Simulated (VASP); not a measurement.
Level of theory: LDA (Ceperley-Alder, Perdew-Zunger), VASP's LDA PAW potentials (set 64) (plane waves; VASP 6.6.1).

VASP ran on this input.

POSCAR:
```
YSi2
1.0
  4.0151945092   0.0000000000   0.0000000000
 -2.0075972546   3.4772605675   0.0000000000
  0.0000000000   0.0000000000   3.8778405331
Y Si
1 2
Direct
  0.0000000000   0.0000000000   0.0000000000
  0.3333330000   0.6666670000   0.5000000000
  0.6666670000   0.3333330000   0.5000000000
```

INCAR:
```
# general
SYSTEM  = YSi2
PREC    = Accurate
ENCUT   = 400
LREAL   = .False.
LASPH   = .True.

# electronic loop
EDIFF   = 1E-6
NELM    = 100
ALGO    = Normal
LMAXMIX = 4

# smearing
ISMEAR  = 1
SIGMA   = 0.1

# ions
IBRION  = 2
NSW     = 60
ISIF    = 3
EDIFFG  = -0.02

# output
LWAVE   = .False.
LCHARG  = .False.
```

**KPOINTS**
```
Automatic mesh
0
Gamma
8 8 7
0 0 0
```

POTCAR, in this order: Y_sv Si (LDA.64 set). Program: vasp_std.

What VASP printed:

**OUTCAR**
```
 ion  position               nearest neighbor table
   1  0.000  0.000  0.000-   2 3.02   3 3.02   2 3.02   3 3.02   3 3.02   3 3.02   2 3.02   2 3.02
                             3 3.02   3 3.02   2 3.02   2 3.02
   2  0.333  0.667  0.500-   3 2.32   3 2.32   3 2.32   1 3.02   1 3.02   1 3.02   1 3.02   1 3.02
                             1 3.02
   3  0.667  0.333  0.500-   2 2.32   2 2.32   2 2.32   1 3.02   1 3.02   1 3.02   1 3.02   1 3.02
                             1 3.02
  LATTYP: Found a hexagonal cell.
 ALAT       =     4.0151945092
 C/A-ratio  =     0.9657914515
 Subroutine PRICEL returns:
 Original cell was already a primitive cell.
 Subroutine GETGRP returns: Found 24 space group operations
The static configuration has the point symmetry D_6h.
The dynamic configuration has the point symmetry D_6h.
 Subroutine INISYM returns: Found 24 space group operations
 Subroutine IBZKPT returns following result:
 Found     40 irreducible k-points:

 Following reciprocal coordinates:
            Coordinates               Weight
  0.000000  0.000000  0.000000      1.000000
  0.125000 -0.000000  0.000000      6.000000
  0.250000 -0.000000  0.000000      6.000000
  0.375000  0.000000  0.000000      6.000000
...
```

### OSZICAR
```
       N       E                     dE             d eps       ncg     rms          rms(c)
DAV:   1     0.403988547699E+02    0.40399E+02   -0.77923E+03  1040   0.108E+03
DAV:   2    -0.189958612984E+02   -0.59395E+02   -0.58059E+02  1235   0.205E+02
DAV:   3    -0.215678639500E+02   -0.25720E+01   -0.25149E+01  1611   0.329E+01
DAV:   4    -0.216366163100E+02   -0.68752E-01   -0.68406E-01  1415   0.554E+00
DAV:   5    -0.216380691233E+02   -0.14528E-02   -0.14526E-02  1582   0.659E-01    0.280E+01
DAV:   6    -0.208053374042E+02    0.83273E+00   -0.20419E+00  1268   0.785E+00    0.191E+01
DAV:   7    -0.207446490583E+02    0.60688E-01   -0.10588E+00  1531   0.555E+00    0.474E+00
DAV:   8    -0.207205566659E+02    0.24092E-01   -0.27992E-01  1273   0.319E+00    0.609E-01
DAV:   9    -0.207190696848E+02    0.14870E-02   -0.15229E-02  1243   0.810E-01    0.184E-01
DAV:  10    -0.207190938398E+02   -0.24155E-04   -0.47435E-04  1396   0.198E-01    0.171E-01
DAV:  11    -0.207190769268E+02    0.16913E-04   -0.12176E-04  1468   0.725E-02    0.233E-02
DAV:  12    -0.207190774560E+02   -0.52926E-06   -0.77831E-06  1313   0.268E-02
   1 F= -.20719077E+02 E0= -.20719769E+02  d E =-.207191E+02
       N       E                     dE             d eps       ncg     rms          rms(c)
DAV:   1    -0.207204261252E+02   -0.13492E-02   -0.37261E-02  1280   0.153E+00    0.253E-01
DAV:   2    -0.207196345699E+02    0.79156E-03   -0.29845E-03  1310   0.426E-01    0.127E-01
DAV:   3    -0.207193447296E+02    0.28984E-03   -0.20263E-03  1759   0.292E-01    0.131E-01
DAV:   4    -0.207193426544E+02    0.20751E-05   -0.93550E-05  1310   0.768E-02    0.965E-02
DAV:   5    -0.207193617095E+02   -0.19055E-04   -0.39545E-05  1688   0.382E-02    0.148E-02
DAV:   6    -0.207193621865E+02   -0.47697E-06   -0.39950E-06  1229   0.148E-02
   2 F= -.20719362E+02 E0= -.20719985E+02  d E =-.284730E-03
       N       E                     dE             d eps       ncg     rms          rms(c)
DAV:   1    -0.207193627272E+02   -0.10177E-05   -0.33001E-07   770   0.524E-03    0.457E-03
DAV:   2    -0.207193628547E+02   -0.12749E-06   -0.25544E-07   715   0.320E-03
   3 F= -.20719363E+02 E0= -.20719986E+02  d E =-.285399E-03
       N       E                     dE             d eps       ncg     rms          rms(c)
DAV:   1    -0.207197648940E+02   -0.40217E-03   -0.15092E-02  1180   0.977E-01    0.163E-01
DAV:   2    -0.207195609449E+02    0.20395E-03   -0.60530E-04  1280   0.190E-01    0.708E-02
DAV:   3    -0.207194658952E+02    0.95050E-04   -0.32964E-04  1591   0.129E-01    0.365E-02
DAV:   4    -0.207194690165E+02   -0.31213E-05   -0.19097E-05  1360   0.262E-02    0.321E-02
DAV:   5    -0.207194712416E+02   -0.22251E-05   -0.42682E-06  1510   0.151E-02    0.444E-03
DAV:   6    -0.207194713322E+02   -0.90639E-07   -0.26192E-07   715   0.431E-03
   4 F= -.20719471E+02 E0= -.20720085E+02  d E =-.108477E-03
```

**OUTCAR**
```
------------------------ aborting loop because EDIFF is reached ----------------------------------------
  FORCE on cell =-STRESS in cart. coord.  units (eV):
  Direction    XX          YY          ZZ          XY          YZ          ZX
  --------------------------------------------------------------------------------------
  Total       -0.0064592     -0.0064592     -0.0173441      0.0000000     -0.0000000      0.0000000
  in kB       -0.1907587     -0.1907587     -0.5122212      0.0000000     -0.0000000      0.0000000
  external PRESSURE =      -0.2979129 kB  Pullay stress =       0.0000000 kB
  volume of cell :       54.25
      direct lattice vectors                 reciprocal lattice vectors
     4.024902488 -0.000000000 -0.000000000     0.248453224  0.143444531 -0.000000000
    -2.012451244  3.485667925  0.000000000    -0.000000000  0.286889062 -0.000000000
     0.000000000  0.000000000  3.866910238     0.000000000 -0.000000000  0.258604399
 POSITION                                       TOTAL-FORCE (eV/Angst)
 -----------------------------------------------------------------------------------
      4.02490     -0.00000     -0.00000         0.000000     -0.000000     -0.000000
     -0.00000      2.32378      1.93346         0.000000      0.000000     -0.000000
      2.01245      1.16189      1.93346        -0.000000     -0.000000      0.000000
 -----------------------------------------------------------------------------------
    total drift:                                0.000000      0.000000     -0.000000
  FREE ENERGIE OF THE ION-ELECTRON SYSTEM (eV)
  ---------------------------------------------------
  free  energy   TOTEN  =       -20.7194713322 eV

  energy  without entropy=      -20.7213110216  energy(sigma->0) =      -20.72008456

 reached required accuracy - stopping structural energy minimisation
```
(Selected blocks of OUTCAR.)

**CONTCAR**
```
YSi2
   1.00000000000000
     4.0249024883059166   -0.0000000000000000   -0.0000000000000000
    -2.0124512441529583    3.4856679249055076    0.0000000000000000
     0.0000000000000000    0.0000000000000000    3.8669102384458376
  Y               Si
     1     2
Direct
     1.0000000000000000    0.0000000000000000    0.0000000000000000
     0.3333330000000032    0.6666669999999968    0.5000000000000000
     0.6666669999999968    0.3333330000000032    0.5000000000000000
```

### OUTCAR
```
 val. band max:        7.4247606592   @ k =   0.0000   0.0000   0.4286

 cond. band min:       7.5342651080   @ k =   0.2500   0.1250   0.4286


 Fermi energy:         7.4731011098

 k-point     1 :       0.0000    0.0000    0.0000
  band No.  band energies     occupation
      1     -34.7643      2.00000
      2     -14.9268      2.00000
      3     -14.9000      2.00000
      4     -14.9000      2.00000
      5      -4.8729      2.00000
      6       3.8814      2.00000
      7       3.8814      2.00000
      8       5.4198      2.00000
      9       5.9337      2.00000
     10       6.3108      2.00000
     11       8.5231     -0.00000
     12       8.5231     -0.00000
     13      10.0786      0.00000

 k-point     2 :       0.1250   -0.0000    0.0000
  band No.  band energies     occupation
      1     -34.7625      2.00000
      2     -14.9324      2.00000
      3     -14.9223      2.00000
      4     -14.9069      2.00000
      5      -4.6671      2.00000
      6       2.7777      2.00000
      7       3.8181      2.00000
      8       5.3425      2.00000
      9       5.9371      2.00000
     10       7.2988      2.03346
     11       8.4437     -0.00000
     12       8.7043     -0.00000
     13       9.8813      0.00000

 k-point     3 :       0.2500   -0.0000    0.0000
  band No.  band energies     occupation
      1     -34.7582      2.00000
      2     -15.0091      2.00000
      3     -14.9235      2.00000
      4     -14.9113      2.00000
      5      -4.0757      2.00000
      6       1.1333      2.00000
      7       3.6706      2.00000
      8       5.1945      2.00000
      9       5.5215      2.00000
     10       7.8780     -0.00000
     11       9.2389     -0.00000
     12       9.4883      0.00000
     13       9.6023      0.00000

 k-point     4 :       0.3750    0.0000    0.0000
  band No.  band energies     occupation
      1     -34.7539      2.00000
      2     -15.0835      2.00000
      3     -14.9400      2.00000
...
```

The structure comes from a computed database's YSi2 entry (P6/mmm); how it stands against other phases isn't given here. This run relaxes it. Symmetry was kept, so distortions that lower it aren't found. The start is the result of an earlier pass. The electron count is odd and the run is not spin-polarised, which forces a metal.
